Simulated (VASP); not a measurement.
# Ga2Ge2O3 (R-3m) in VASP: a series of runs, part 2 of 2

VASP 6.6.1. Earlier steps stand in the parts before.

## (4) Relaxation of cell and atoms, PBE

This run uses another cell than the first one, of 15.38 Å³/atom, 1.175 times its volume.

Contents of INCAR:

```
ALGO     = Fast           # electronic algorithm
EDIFF    = 1E-4           # SCF threshold, eV
EDIFFG   = -0.08          # ionic threshold
ENCUT    = 520            # plane-wave cutoff, eV
GGA      = PE             # functional
IBRION   = 2              # ionic algorithm
ISIF     = 3              # what is computed and relaxed
ISMEAR   = 0              # smearing method
LASPH    = T              # aspherical terms in the spheres
LCHARG   = F              # write CHGCAR
LREAL    = F              # projectors in reciprocal space
LWAVE    = F              # write WAVECAR
NELM     = 60             # most SCF steps
NSW      = 24             # ionic steps
PREC     = Normal         # precision mode
SIGMA    = 0.15           # smearing width, eV
```

Contents of KPOINTS:

```
k-points
0
Gamma
  3 3 3
```

Contents of POSCAR:

```
Ga2Ge2O3
1.0
    5.3863664500      0.0000000000      0.0000000000
   -2.6931832300      4.6647301800      0.0000000000
    0.0000000000      0.0000000000      4.2855019900
Ga Ge O
2 2 3
Direct
    0.0000000000      0.0000000000      0.0000000000
    0.3333333300      0.6666666700      0.0000000000
    0.6666666700      0.3333333300      0.0000000000
    0.3333333300      0.6666666700      0.5000000000
    0.8274148800      0.1725851200      0.0000000000
    0.8274148800      0.6548297600      0.0000000000
    0.3451702400      0.1725851200      0.0000000000
```

Potentials or basis: VASP PAW PBE potentials, release 64 (Ga_d, Ge_d, O).

The run is started by

```sh
$ cat potpaw_PBE.64/Ga_d/POTCAR potpaw_PBE.64/Ge_d/POTCAR potpaw_PBE.64/O/POTCAR > POTCAR
$ mpirun -np 4 vasp_std > vasp.out
```

OUTCAR:

```text
EDIFF = 1E-4
   EDIFFG = -0.08
   ENCUT = 520
   GGA = PE
   IBRION = 2
   ISIF = 3
   ISMEAR = 0
   LASPH = T
   LREAL = F
   NELM = 60
   NSW = 24
   PREC = Normal

 ion  position               nearest neighbor table
   1  0.000  0.000  0.000-   7 1.61   6 1.61   5 1.61
   2  0.333  0.667  0.000-   4 2.14   4 2.14
   3  0.667  0.333  0.000-   5 1.50   7 1.50   6 1.50
   4  0.333  0.667  0.500-   2 2.14   2 2.14
   5  0.827  0.173  0.000-   3 1.50   1 1.61
   6  0.827  0.655  0.000-   3 1.50   1 1.61
   7  0.345  0.173  0.000-   3 1.50   1 1.61

  LATTYP: Found a hexagonal cell.
 ALAT       =     5.3863664500
 C/A-ratio  =     0.7956202070

  Lattice vectors:

 A1 = (   5.3863664500,   0.0000000000,   0.0000000000)
 A2 = (  -2.6931832300,   4.6647301800,   0.0000000000)
 A3 = (   0.0000000000,   0.0000000000,   4.2855019900)

Analysis of symmetry for initial positions (statically):
=====================================================================
 Subroutine PRICEL returns:
 Original cell was already a primitive cell.

 Routine SETGRP: Setting up the symmetry group for a
 hexagonal supercell.

 Subroutine GETGRP returns: Found 12 space group operations
 (whereof 12 operations were pure point group operations)
 out of a pool of 24 trial point group operations.

The static configuration has the point symmetry D_3h.

[... 125 lines left out ...]
  Fermi-wavevector in a.u.,A,eV,Ry     =   1.431565  2.705265 27.883470  2.049377
  Thomas-Fermi vector in A             =   2.551287
   LORBIT       =      0    0 simple, 1 ext, 2 COOP (PROOUT), +10 PAW based schemes
   GGA     = PE    functional components
   LHFCALC =     F    Hartree Fock is set to
   AEXX    =    0.0000 exact exchange contribution
   IVDW    =     0    specifies the selected vdW correction
   LEPSILON=     F    determine dielectric tensor
   LRPA    =     F    only Hartree local field effects (RPA)
 conjugate gradient relaxation of ions
 non-spin polarized calculation
 RMM-DIIS sequential band-by-band and
 Gauss-broadening in eV      SIGMA  =   0.15
  energy-cutoff  :      520.00
  volume of cell :      107.68
 maximum number of plane-waves:      2922
   NGX = 21   NGY = 21   NGZ = 15

--------------------------------------- Ionic step        1  -------------------------------------------

 number of electron      71.9999902 magnetization

 Free energy of the ion-electron system (eV)
  ---------------------------------------------------
  ext. energy  EPLUGINS =         0.00000000
  ---------------------------------------------------
  free energy    TOTEN  =       -24.95854108 eV

  energy without entropy =      -24.89759169  energy(sigma->0) =      -24.92806638

 E-fermi :   5.5217     XC(G=0): -10.1895

 val. band max:        5.4779130785   @ k =   0.3333   0.0000   0.3333
 cond. band min:       5.5439639905   @ k =   0.0000   0.0000   0.0000
 fundamental gap:      0.0660509120
 Fermi energy:         5.5217068411
[... 855 lines left out ...]
--------------------------------------- Ionic step        8  -------------------------------------------

 number of electron      72.0000109 magnetization

 Free energy of the ion-electron system (eV)
  ---------------------------------------------------
  ext. energy  EPLUGINS =         0.00000000
  ---------------------------------------------------
  free energy    TOTEN  =       -32.22249724 eV

  energy without entropy =      -32.16941690  energy(sigma->0) =      -32.19595707

 E-fermi :   1.9623     XC(G=0):  -8.2233

 val. band max:        1.8727714305   @ k =   0.0000   0.0000   0.0000
 cond. band min:       2.0260930928   @ k =   0.3333   0.0000   0.3333
 fundamental gap:      0.1533216623
 Fermi energy:         1.9623108362
[... 314 lines left out ...]
  FREE ENERGIE OF THE ION-ELECTRON SYSTEM (eV)
  ---------------------------------------------------
  free  energy   TOTEN  =       -32.2224972396 eV

  energy  without entropy=      -32.1694169037  energy(sigma->0) =      -32.19595707

 reached required accuracy - stopping structural energy minimisation
```

CONTCAR:

```text
Ga2Ge2O3
   1.00000000000000
     6.2038151250692373   -0.0000000007769218    0.0000000000000000
    -3.1019075689662654    5.3726614993758126    0.0000000000000000
     0.0000000000000000    0.0000000000000000    4.9006238753275273
  Ga              Ge              O
     2     2     3
Direct
     0.0000000000000000    0.0000000000000000    0.0000000000000000
     0.3333333300000021    0.6666666699999979    0.0000000000000000
     0.6666666699999979    0.3333333300000021    0.0000000000000000
     0.3333333300000021    0.6666666699999979    0.5000000000000000
     0.8310540881183799    0.1689459118770228    0.0000000000000000
     0.8310540881143997    0.6621081762373769    0.0000000000000000
     0.3378918237672205    0.1689459118856003    0.0000000000000000

  0.00000000E+00  0.00000000E+00  0.00000000E+00
  0.00000000E+00  0.00000000E+00  0.00000000E+00
  0.00000000E+00  0.00000000E+00  0.00000000E+00
  0.00000000E+00  0.00000000E+00  0.00000000E+00
  0.00000000E+00  0.00000000E+00  0.00000000E+00
  0.00000000E+00  0.00000000E+00  0.00000000E+00
  0.00000000E+00  0.00000000E+00  0.00000000E+00
```

Run time: 34 s. Hardware: 4 MPI ranks of Intel Xeon Platinum 8488C (Sapphire Rapids), shared host; peak memory 0.12 GiB.

What came out:

```yaml
Free_energy: -32.2225 eV
Relaxed_volume: 23.33 Å³/atom
Relaxed_cell: a = 6.204 Å, b = 6.204 Å, c = 4.901 Å, α = 90.00°, β = 90.00°, γ = 120.00°
Space_group_after_relaxing_to_0.05_Å: P-6m2 (No. 187)
Energy_gained_by_relaxing: 1037.7 meV/atom
Ionic_steps: 8
Pressure_after_relaxing: 0.0 GPa
Largest_force_after_relaxing: 0.076 eV/Å
Band_gap_on_the_k_mesh: none (metal or under the smearing width)
```

Forces in eV/Å, atoms in the order of the input:
```
Ga   0.000  0.000  0.000
Ga   0.000  0.000  0.000
Ge   0.000  0.000  0.000
Ge   0.000  0.000  0.000
O   -0.065  0.038  0.000
O    0.000 -0.076  0.000
O    0.065  0.038  0.000
```

Stress tensor (GPa, compression positive):
```
 0.12  0.00  0.00
 0.00  0.12  0.00
 0.00  0.00 -0.22
```

The path:
| step | energy change (eV) | largest force (eV/Å) | pressure (GPa) | volume (Å³) |
| --- | --- | --- | --- | --- |
| 1 | 0.0000 | 5.0944 | 57.26 | 107.68 |
| 2 | -2.8101 | 1.1843 | -12.17 | 215.48 |
| 3 | -6.2055 | 3.4911 | 5.75 | 153.61 |
| 4 | -6.2073 | 3.3824 | 5.14 | 155.56 |
| 5 | -6.7938 | 0.0323 | -6.02 | 177.23 |
| 6 | -6.8862 | 0.5023 | -3.20 | 170.14 |
| 7 | -7.2593 | 0.1678 | -0.58 | 163.99 |
| 8 | -7.2640 | 0.0756 | 0.01 | 163.34 |

Final structure:
```
Ga Ge O
1.0
     6.20382    0.00000    0.00000
    -3.10191    5.37266    0.00000
     0.00000    0.00000    4.90062
Ga Ge O
2 2 3
Direct
  0.00000 0.00000 0.00000
  0.33333 0.66667 0.00000
  0.66667 0.33333 0.00000
  0.33333 0.66667 0.50000
  0.83105 0.16895 0.00000
  0.83105 0.66211 0.00000
  0.33789 0.16895 0.00000
```

Levels at points of the mesh, in eV from the Fermi level:
```
           k point  band 33  band 34  band 35  band 36  band 37  band 38  band 39  band 40
(0.00, 0.00, 0.00)    -3.38    -2.36    -2.29    -2.00    -0.09    -0.09     1.64     3.46
```

Caveat: the k mesh is coarse (spacing up to 0.49 Å⁻¹), so the values aren't converged; the volume moved by over 15 % at a fixed basis, so the end points are rough; the relaxation stopped at a loose force limit of 0.08 eV/Å, so its end isn't a converged minimum.

## (5) Relaxation of cell and atoms, PBE

This run uses another cell than the first one, of 14.05 Å³/atom, 1.073 times its volume.

INCAR is that of step 4.

KPOINTS is that of step 4.

Contents of POSCAR:

```
Ga2Ge2O3
1.0
    2.6000000000      1.5011107000      4.2000000000
   -2.6000000000      1.5011107000      4.2000000000
    0.0000000000     -3.0022214000      4.2000000000
Ga Ge O
2 2 3
Direct
    0.5000000000      0.5000000000      0.5000000000
    0.0000000000      0.0000000000      0.0000000000
    0.2500000000      0.2500000000      0.2500000000
    0.7500000000      0.7500000000      0.7500000000
    0.5000000000      0.5000000000      0.0000000000
    0.0000000000      0.5000000000      0.5000000000
    0.5000000000      0.0000000000      0.5000000000
```

The run is started by

```sh
$ cat potpaw_PBE.64/Ga_d/POTCAR potpaw_PBE.64/Ge_d/POTCAR potpaw_PBE.64/O/POTCAR > POTCAR
$ mpirun -np 4 vasp_std > vasp.out
```

It took 30 s on 4 MPI ranks of Intel Xeon Platinum 8488C (Sapphire Rapids), shared host; peak memory 0.13 GiB.

The run converged. Its results:

| Quantity | Value |
| --- | --- |
| Free energy | -35.2500 eV |
| Relaxed volume | 17.44 Å³/atom |
| Relaxed cell | a = 5.481 Å, b = 5.481 Å, c = 5.481 Å, α = 62.18°, β = 62.18°, γ = 62.18° |
| Space group after relaxing (to 0.05 Å) | R-3m (No. 166) |
| Energy gained by relaxing | 154.5 meV/atom |
| Ionic steps | 11 |
| Pressure after relaxing | -0.3 GPa |
| Largest force after relaxing | 0.007 eV/Å |
| Band gap on the k mesh | 1.71 eV, direct |

Forces on the atoms (eV/Å):
```
Ga   0.000  0.000  0.000
Ga   0.000  0.000  0.000
Ge   0.000  0.000 -0.007
Ge   0.000  0.000  0.007
O    0.000  0.000  0.000
O    0.000  0.000  0.000
O    0.000  0.000  0.000
```

Stress tensor (GPa, compression positive):
```
-0.35  0.00  0.00
 0.00 -0.35  0.00
 0.00  0.00 -0.23
```

Step by step:
| step | energy change (eV) | largest force (eV/Å) | pressure (GPa) | volume (Å³) |
| --- | --- | --- | --- | --- |
| 1 | 0.0000 | 0.6114 | 17.35 | 98.35 |
| 2 | -0.6785 | 2.5890 | -5.47 | 121.59 |
| 3 | -0.8045 | 1.7975 | 0.41 | 113.95 |
| 4 | -1.0424 | 0.5498 | 0.66 | 117.68 |
| 5 | -1.0584 | 0.0327 | 0.58 | 119.22 |
| 6 | -1.0589 | 0.1650 | 1.00 | 118.99 |
| 7 | -1.0588 | 0.0589 | 0.24 | 119.11 |
| 8 | -1.0690 | 0.0343 | 0.71 | 119.87 |
| 9 | -1.0811 | 0.0932 | 0.00 | 122.13 |
| 10 | -1.0814 | 0.1415 | -0.25 | 122.10 |
| 11 | -1.0817 | 0.0074 | -0.31 | 122.11 |

Final structure:
```
Ga Ge O
1.0
     2.83046    1.63417    4.40004
    -2.83046    1.63417    4.40004
     0.00000   -3.26834    4.40004
Ga Ge O
2 2 3
Cartesian
  0.0000 0.0000 6.6001
  0.0000 0.0000 0.0000
  0.0000 0.0000 3.4204
  0.0000 0.0000 9.7797
  0.0000 1.6342 4.4000
  -1.4152 -0.8171 4.4000
  1.4152 -0.8171 4.4000
```

Levels at points of the mesh, in eV from the valence-band top:
```tsv
k point	band 33	band 34	band 35	band 36	band 37	band 38	band 39	band 40
(0.00, 0.00, 0.00)	-2.04	-2.04	-1.59	-0.07	2.27	2.27	3.67	3.70
```

Caveat: the k mesh is coarse (spacing up to 0.49 Å⁻¹), so the values aren't converged; the volume moved by over 15 % at a fixed basis, so the end points are rough; an odd mesh through Γ misses points on the zone boundary, where band edges often lie; the relaxation stopped at a loose force limit of 0.08 eV/Å, so its end isn't a converged minimum.
